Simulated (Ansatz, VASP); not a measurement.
## Two plane-wave programs on CaBr

INCAR

```
SYSTEM = CaBr
PREC     = Accurate       ! precision mode
ENCUT    = 520            ! plane-wave cutoff, eV
EDIFF    = 1E-6           ! SCF threshold, eV
ISMEAR   = 0              ! smearing method
SIGMA    = 0.15           ! smearing width, eV
LREAL    = .False.        ! projectors in reciprocal space
LASPH    = .True.         ! aspherical terms in the spheres
NELM     = 60             ! most SCF steps
ALGO     = Fast           ! electronic algorithm
ISIF     = 2              ! what is computed and relaxed
LWAVE    = .False.        ! write WAVECAR
LCHARG   = .True.         ! write CHGCAR
GGA      = PE             ! functional
LELF     = .True.         ! ELF
LVHAR    = .True.       
NBANDS   = 16             ! bands
```

The input KPOINTS:

```
regular mesh
0
Gamma
  15 15 12
  0 0 0
```

Contents of POSCAR:

```
CaBr
1.0
    3.7945343741      0.0000000000      0.0000000000
   -1.8972671870      3.2861631635      0.0000000000
    0.0000000000      0.0000000000      4.6258155403
Ca Br
1 1
Direct
    0.0000000000      0.0000000000      0.0000000000
    0.3333333333      0.6666666667      0.5000000000
```

Input for Ansatz:

```yaml
crystal:
  lattice:
    - [3.7945343741, 0.0, 0.0]
    - [-1.897267187, 3.2861631635, 0.0]
    - [0.0, 0.0, 4.6258155403]
  atoms:
    - { symbol: Ca, position: [0.0, 0.0, 0.0] }
    - { symbol: Br, position: [0.3333333333, 0.6666666667, 0.5] }
basis:
  ecutwfc: 420
kpoints:
  mp_grid: { grid: [15, 15, 12] }
hamiltonian:
  xc: pbe
scf:
  occupations: { method: gaussian, width: 0.15 }
output:
  forces: true
  stress: true
  eigenvalues: true
```

Alike in both runs: task single point; functional PBE; k mesh 15 × 15 × 12; occupations gaussian, width 0.15 eV; no spin polarisation.

|  | VASP | Ansatz |
| --- | --- | --- |
| version | VASP 6.6.1 | Ansatz 0.2.0 |
| potentials or method | VASP PAW PBE potentials, release 64 (Ca_sv, Br) | scalar-relativistic, plane waves, PAW |
| plane-wave cutoff (eV) | 520 | 420 |
| valence electrons in the cell | 17 | 17 |

|  | VASP | Ansatz | Ansatz less VASP |
| --- | --- | --- | --- |
| gap on the k mesh at the Fermi level (eV) | none | none | - |
| pressure (GPa) | 0.6 | 0.5 | -0.05 |
| largest component of the traceless stress (GPa) | 2.63 | 2.65 | +0.021 |

A gap of «none» marks a metal or a gap that the smearing closes.

Caveats: an odd number of electrons without spin polarisation forces a metal; a magnetic or distorted state may lie lower.
